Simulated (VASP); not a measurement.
Given:

```
CELL_PARAMETERS angstrom
      5.24604     0.00000     0.00000
     -2.62302     4.54320     0.00000
      0.00000     0.00000     4.18759
ATOMIC_POSITIONS crystal
  Co 0.00174 0.48002 0.98819
  Co 0.51079 0.01532 0.97187
  Co 0.50226 0.51017 0.98058
  Sn 0.66775 0.34784 0.50658
  Sn 0.33343 0.64980 0.54029
  Sn 0.98403 0.99686 0.01248
```

Method: LDA (Ceperley-Alder, Perdew-Zunger), VASP's LDA PAW potentials (set 64) (plane waves; VASP 6.6.1). Numerical set-up: 300 eV cut-off, 6×6×6 Γ-centred mesh, first-order Methfessel-Paxton smearing of 0.10 eV, potentials Co Sn_d.

At this cut-off the stress carries a Pulay error, which pulls relaxed volumes low. Energy and stress use the plane-wave basis of the starting cell.

Question: The ions, cell shape and volume are relaxed. Give the cell that the relaxation ends in.

Answer: 
```
CELL_PARAMETERS angstrom
      5.17161     0.00013    -0.00024
     -2.58587     4.47816     0.00039
      0.00004     0.00007     4.12191
ATOMIC_POSITIONS crystal
  Co 0.99991 0.49983 0.00012
  Co 0.49971 0.99992 0.99987
  Co 0.50031 0.50030 0.00016
  Sn 0.66669 0.33326 0.50005
  Sn 0.33329 0.66651 0.50007
  Sn 0.00009 0.00018 0.99973
```
Space group P6/mmm (191), at a tolerance of 0.03 Å.

Question: How do energy and volume change from the first to the last step?

Answer: The energy (σ→0) changes by -127.4 meV/atom and the volume by -4.4 %, in 29 ionic steps.

The structure comes from a computed database's CoSn entry; how it stands against other phases isn't given here. This run relaxes it. The run is one of a series of settings (EDIFFG = -0.01, GGA removed, IBRION = 2, ISIF = 3, NSW = 50, POTCAR Co Sn_d (LDA.64 set) against the base run), some of them coarse on purpose. The run is not spin-polarised, so no magnetic state was tried. The electron count is odd and the run is not spin-polarised, which forces a metal.
